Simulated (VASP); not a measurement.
RbTaRe:

```xyz
3
Lattice="4.5443 0.0000 0.0000 -2.2721 3.9355 0.0000 0.0000 0.0000 4.4872" Properties=species:S:1:pos:R:3 pbc="T T T"
Rb    2.2721    1.3118    0.0000
Ta    0.0000    2.6236    2.2436
Re    0.0000    0.0000    2.2436
```

The cell was built by a generator and needn't be a form met in nature.

```yaml
Program: VASP 6.6.1
Task: relaxation of cell and atoms
Functional: PBE
Potentials_or_basis: VASP PAW PBE potentials, release 64 (Rb_sv, Ta_pv, Re)
Cutoff: 600 eV
k_mesh: 7 × 7 × 6
Occupations: methfessel-paxton, width 0.2 eV
Spin: no spin polarisation
```

At the start: pressure -1.2 GPa; volume 26.75 Å³/atom.

Problem. Where does the relaxation end?

Solution. Over 16 steps the energy falls by 369.4 meV/atom and the volume is 32.55 Å³/atom (+21.7 %); space group P-6m2 (No. 187, to 0.05 Å).

The path:
| step | energy change (eV) | largest force (eV/Å) | pressure (GPa) | volume (Å³) |
| --- | --- | --- | --- | --- |
| 1 | 0.0000 | 0.0000 | -1.23 | 80.25 |
| 2 | -0.2550 | 0.0000 | 3.38 | 77.72 |
| 3 | -0.3285 | 0.0000 | 10.34 | 74.65 |
| 4 | -0.3804 | 0.0000 | 10.75 | 75.14 |
| 5 | -0.4704 | 0.0000 | 12.32 | 76.47 |
| 6 | -0.6297 | 0.0000 | 9.65 | 78.88 |
| 7 | -0.9312 | 0.0000 | 3.27 | 86.38 |
| 8 | -0.9121 | 0.0000 | -4.59 | 102.67 |
| 9 | -1.0120 | 0.0000 | -1.30 | 94.34 |
| 10 | -1.0127 | 0.0000 | -1.05 | 93.81 |
| 11 | -1.0396 | 0.0000 | -0.95 | 94.55 |
| 12 | -1.0943 | 0.0000 | -0.65 | 96.71 |
| 13 | -1.0764 | 0.0000 | 0.34 | 100.76 |
| 14 | -1.1077 | 0.0000 | -0.32 | 98.32 |
| 15 | -1.1082 | 0.0000 | -0.07 | 97.81 |
| 16 | -1.1083 | 0.0000 | 0.00 | 97.64 |

Final structure:
```
CELL_PARAMETERS angstrom
4.24250 0.00000 0.00000
-2.12125 3.67411 0.00000
0.00000 0.00000 6.26379
ATOMIC_POSITIONS crystal
Rb 0.66667 0.33333 0.00000
Ta 0.33333 0.66667 0.50000
Re 0.00000 0.00000 0.50000
```

Caveat: the volume moved by over 15 % at a fixed basis, so the end points are rough.
